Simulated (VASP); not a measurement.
Here is the system:

```xyz
6
Lattice="4.7313 0.0000 0.0000 0.0000 4.7313 0.0000 0.0000 0.0000 3.1959" Properties=species:S:1:pos:R:3 pbc="T T T"
Sn     2.3657     2.3657     1.5980
Sn     0.0000     4.7313     3.1959
O      0.9181     3.8132     1.5980
O      3.8132     0.9181     1.5980
O      3.2838     3.2838     0.0000
O      1.4475     1.4475     3.1959
```

Method: LDA (Ceperley-Alder, Perdew-Zunger), VASP's LDA PAW potentials (set 64) (plane waves; VASP 6.6.1). Settings: 520 eV cut-off, 9×9×12 Γ-centred mesh, Gaussian smearing of 0.010 eV, potentials Sn_d O.

Unless said otherwise, spin-orbit coupling is left out, though it shifts the bands of the heavy elements here.

Problem. What does the run give for the energy per atom (σ→0), band gap (on the k-mesh) with the smallest direct gap where there is one?

Solution. 
The band gap (on the k-mesh) is 1.13 eV, the smallest direct gap (on the k-mesh) is 1.13 eV and the energy per atom (σ→0) comes out as -679.9 kJ/mol-atom.

Only differences to runs with the same potentials and settings are physical.

The structure comes from a computed database's SnO2 entry (P4_2/mnm); how it stands against other phases isn't given here. It was relaxed first.
